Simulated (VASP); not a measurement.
VASP input:

**INCAR**
```
! general
SYSTEM  = BaTe
PREC    = Accurate
ENCUT   = 400   ! plane-wave cut-off (eV)
LREAL   = .FALSE.
LASPH   = .TRUE.

! electronic loop
EDIFF   = 1E-7   ! SCF stop (eV)
NELM    = 100
ALGO    = Normal   ! blocked Davidson
LMAXMIX = 4   ! l cut-off of mixed one-centre charges

! smearing
ISMEAR  = -5   ! tetrahedra, Bloechl

! functional
GGA     = PE

! ions
ISIF    = 2   ! forces and stress, cell fixed

! output
LWAVE   = .FALSE.
LCHARG  = .TRUE.
LORBIT  = 11   ! lm-projected
NEDOS   = 601   ! DOS grid
```

### KPOINTS
```
Automatic mesh
0
Gamma
7 7 7
0 0 0
```

POSCAR:
```
BaTe
1.0
  0.0000000000   3.5440632092   3.5440632092
  3.5440632092   0.0000000000   3.5440632092
  3.5440632092   3.5440632092   0.0000000000
Ba Te
1 1
direct
  0.0000000000   0.0000000000   0.0000000000
  0.5000000000   0.5000000000   0.5000000000
```

POTCAR, in this order: Ba_sv Te (PBE.64 set). Program: vasp_std.

Problem. Translate this PBE calculation to Quantum ESPRESSO's pw.x.

Solution. One equivalent input (not run):
```
&CONTROL
  calculation = 'scf'
  pseudo_dir = './pseudo'
  outdir = './out'
  tprnfor = .true.
  tstress = .true.
/
&SYSTEM
  ibrav = 0
  nat = 2
  ntyp = 2
  ecutwfc = 82.3
  occupations = 'tetrahedra'
  input_dft = 'pbe'
/
&ELECTRONS
  conv_thr = 7.3e-09
  electron_maxstep = 100
/
ATOMIC_SPECIES
  Ba 137.327 Ba.upf
  Te 127.600 Te.upf
CELL_PARAMETERS angstrom
     0.0000000    3.5440632    3.5440632
     3.5440632    0.0000000    3.5440632
     3.5440632    3.5440632    0.0000000
ATOMIC_POSITIONS crystal
  Ba   0.0000000  0.0000000  0.0000000
  Te   0.5000000  0.5000000  0.5000000
K_POINTS automatic
  7 7 7 0 0 0
```
The two are equivalent in intent, not identical: the potentials are each code's own (VASP's PAW set, PseudoDojo norm-conserving files in pw.x), so ENCUT and ecutwfc are chosen apart and not converted; conv_thr bounds pw.x's estimated SCF error, while EDIFF bounds the energy change between steps.

The compound is BaTe in the rock salt structure. It was relaxed first.
